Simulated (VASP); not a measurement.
Computed with PBE GGA, VASP's PBE PAW potentials (set 64) (plane waves; VASP 6.6.1).

VASP input:

### INCAR
```
SYSTEM = WSe2
PREC = Accurate
ENCUT = 520
EDIFF = 1E-7
NELM = 100
ALGO = Normal
LREAL = .FALSE.
LASPH = .TRUE.
ISMEAR = -5
GGA = PE
LMAXMIX = 6
LWAVE = .FALSE.
LCHARG = .TRUE.
LORBIT = 11
NEDOS = 601
ISIF = 2
LEFG = .TRUE.
```

KPOINTS:
```
Automatic mesh
0
Gamma
9 9 2
0 0 0
```

File POSCAR:
```
WSe2
3.3221070
  0.5000000960  -0.8660254689   0.0000000000
  0.5000000960   0.8660254689   0.0000000000
  0.0000000000   0.0000000000   4.3875691691
W Se
2 4
Cart
  0.5000000960   0.2886757336   1.0968922923
  0.5000000960  -0.2886757336   3.2906768768
  0.5000000960   0.2886757336   3.7963792284
  0.5000000960  -0.2886757336   1.6025946439
  0.5000000960  -0.2886757336   0.5911899406
  0.5000000960   0.2886757336   2.7849745252
```

POTCAR, in this order: W_sv Se (PBE.64 set). Program: vasp_std.

Question: What will the output report for the number of irreducible k-points (NKPTS), largest plane-wave count, number of space-group operations, FFT grid (NGX, NGY, NGZ)?

Answer: 
```
Quantity                                        Value
--------------------------------------  -------------
number of irreducible k-points (NKPTS)             24
largest plane-wave count                         3786
number of space-group operations                   24
FFT grid (NGX, NGY, NGZ)                28 × 28 × 108
```

The compound is WSe2 in the 2H layered structure. It was relaxed first, which changed the volume by +15 %.
